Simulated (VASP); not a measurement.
Given:

```
Ag
1.0
    0.00000     2.01875     2.01875
    2.01875     0.00000     2.01875
    2.01875     2.01875     0.00000
Ag
1
Direct
  0.00000   0.00000   0.00000
```

Level of theory: PBE GGA with D4 dispersion, VASP's PBE PAW potentials (set 64) (plane waves; VASP). Numerical set-up: 520 eV cut-off, 15×15×15 Γ-centred mesh, first-order Methfessel-Paxton smearing of 0.10 eV, potentials Ag.

Give the stress tensor in GPa (positive for a compressed cell).

```
3.67  0.00  0.00
0.00  3.67  0.00
0.00  0.00  3.67
```
The pressure is its mean diagonal, 3.67 GPa.

The compound is Ag in the fcc structure. This cell is one point of a volume scan, at 0.97 of the reference volume.
